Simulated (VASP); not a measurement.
Consider the following.

```
CELL_PARAMETERS angstrom
      0.00000     2.22642     2.22642
      2.22642     0.00000     2.22642
      2.22642     2.22642     0.00000
ATOMIC_POSITIONS crystal
  Ta 0.00000 0.00000 0.00000
  C  0.50000 0.50000 0.50000
```

These are PBE GGA with D3 dispersion (zero damping), VASP's PBE PAW potentials (set 64) (plane waves; VASP 6.6.1) values and carry that method's errors. Numerical set-up: 520 eV cut-off, Gaussian smearing of 0.050 eV, potentials Ta_pv C.

Task: Give the energies of bands 5 to 10 at the high-symmetry points, in eV from the Fermi level.

Result: 
| band | Γ | X | U | L | W |
|---|---|---|---|---|---|
| 5 | -1.37 | -4.66 | -5.94 | -8.78 | -5.33 |
| 6 | -1.37 | -4.59 | -4.93 | -5.52 | -5.03 |
| 7 | -1.37 | -1.80 | -3.88 | -5.52 | -5.03 |
| 8 | -0.51 | -1.80 | -0.64 | 2.70 | 1.59 |
| 9 | -0.51 | 2.59 | 3.14 | 2.70 | 1.59 |
| 10 | -0.51 | 4.08 | 3.97 | 3.69 | 4.09 |

It has no gap at this level: it comes out as a metal or semimetal.

The compound is TaC in the rock salt structure. It was relaxed first. The electron count is odd and the run is not spin-polarised, which forces a metal.
